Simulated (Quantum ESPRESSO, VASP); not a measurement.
# Code comparison for AlRu (Pm-3m, 2 atoms in the cell)

Self-consistent single point.

```yaml
crystal:
  lattice:
    - [2.98250, 0.00000, 0.00000]
    - [0.00000, 2.98250, 0.00000]
    - [0.00000, 0.00000, 2.98250]
  atoms:
    - { symbol: Al, position: [0.00000, 0.00000, 0.00000] }
    - { symbol: Ru, position: [0.50000, 0.50000, 0.50000] }
```

Shared settings, as Quantum ESPRESSO writes them: occupations = smearing; smearing = gaussian; degauss = 0.0036749 Ry; noncolin = true; lspinorb = true; K_POINTS = automatic 11 11 11 0 0 0. Potentials and cutoffs stand in the table.

| code | model | pressure (GPa) | cutoff |
|---|---|---|---|
| VASP | PBE, spin-orbit coupling, VASP's PBE PAW potentials (set 64) | 4.28 | 300 eV |
| Quantum ESPRESSO | PBE, spin-orbit coupling, PseudoDojo fully relativistic norm-conserving (PBE) pseudopotentials | 4.71 | 85 Ry |

The spread over the programs that give each value: pressure within 0.43 GPa.

VASP's run is marked for a possible Pulay error in its stress at this cutoff; no cutoff test was made.

The starting cell comes from a database of computed structures (which also holds hypothetical and non-ambient phases and stackings), without a prior relaxation at this level.

Left out of this page: Ansatz, Elk, FLEUR and SIESTA (not drawn, or without a comparable value); ABINIT (failed or unconverged).
